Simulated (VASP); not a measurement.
The input files of a VASP run:

### POSCAR
```
Sn
1
    0.0000000000     3.2849850000     3.2849850000
    3.2849850000     0.0000000000     3.2849850000
    3.2849850000     3.2849850000     0.0000000000
Sn
2
Direct
  0.0053630000  -0.0038600000   0.0017690000
  0.2446370000   0.2538600000   0.2482310000
```

### INCAR
```
SYSTEM = Sn
PREC = Accurate
ENCUT = 150
EDIFF = 1E-03
NELM = 100
ALGO = Normal
LREAL = .FALSE.
LASPH = .TRUE.
ISMEAR = -1
SIGMA = 0.136
GGA = PE
LMAXMIX = 4
LWAVE = .FALSE.
LCHARG = .FALSE.
ISIF = 2
```

### KPOINTS
```
Automatic
0
gamma
  2 2 2
0 0 0
```

POTCAR, in this order: Sn_d (PBE.64 set). Program: vasp_std.

**Question.** Translate this PBE calculation to Ansatz.

**Answer.** One equivalent input (not run):
Ansatz 0.2 input:
```yaml
crystal:
  lattice:
    - [0.0000000, 3.2849850, 3.2849850]
    - [3.2849850, 0.0000000, 3.2849850]
    - [3.2849850, 3.2849850, 0.0000000]
  atoms:
    - { symbol: Sn, position: [0.0053630, -0.0038600, 0.0017690] }
    - { symbol: Sn, position: [0.2446370, 0.2538600, 0.2482310] }
kpoints:
  mp_grid: { grid: [2, 2, 2] }
hamiltonian:
  xc: pbe
  pseudopotentials: { kind: paw }
scf:
  occupations: { method: fermi_dirac, width: 0.136 }
  max_iter: 100
output: { forces: true, stress: true, eigenvalues: true }
```
Limits of the translation: each code has its own PAW files, so the cut-off isn't converted (ENCUT is set for VASP's; basis.ecutwfc is left out, and Ansatz then takes the one that its files recommend); Ansatz stops its SCF on the density residual and VASP on the energy change (EDIFF).

The structure comes from a computed database's Sn entry; how it stands against other phases isn't given here. The cell was not relaxed at this level, atoms are displaced from their ideal sites. The k-mesh is coarse (spacing up to 0.83 per Å, 2π included), so the numbers may not be converged in it. The run is one of a series of settings (EDIFF = 1E-03, ENCUT = 150, ISMEAR = -1, SIGMA = 0.136, KPOINTS 2×2×2 Γ-centred mesh against the base run), some of them coarse on purpose.
